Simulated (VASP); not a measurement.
```
InPd
1.0
    3.27188     0.00000     0.00000
    0.00000     3.27188     0.00000
    0.00000     0.00000     3.27188
In Pd
1 1
Direct
  0.99985   0.00170   0.99622
  0.50015   0.49830   0.50378
```

The numbers are results of LDA (Ceperley-Alder, Perdew-Zunger), VASP's LDA PAW potentials (set 64) (plane waves; VASP 6.6.1), not measurements. Settings: 300 eV cut-off, 7×7×7 Γ-centred mesh shifted by (0.5, 0.5, 0.5), first-order Methfessel-Paxton smearing of 0.10 eV, potentials In_d Pd.

At this cut-off the stress carries a Pulay error, which pulls relaxed volumes low. Energy and stress use the plane-wave basis of the starting cell.

Problem. The ions, cell shape and volume are relaxed. Predict the relaxed structure.

Solution. 
```
InPd
1.0
    3.21220    -0.00002     0.00005
   -0.00002     3.21181    -0.00054
    0.00005    -0.00054     3.21016
In Pd
1 1
Direct
  0.00000   0.00001   0.99998
  0.50000   0.49999   0.50002
```
Space group Pm-3m (221), at a tolerance of 0.03 Å.

Problem. How do energy and volume change from the first to the last step?

Solution. The energy (σ→0) changes by -23.6 meV/atom and the volume by -5.4 %, in 9 ionic steps.

The structure comes from a computed database's InPd entry; how it stands against other phases isn't given here. In the starting cell atoms are displaced from their ideal sites. This run relaxes it. The run is one of a series of settings (EDIFFG = -0.01, IBRION = 2, ISIF = 3, NSW = 50 against the base run), some of them coarse on purpose. The electron count is odd and the run is not spin-polarised, which forces a metal.
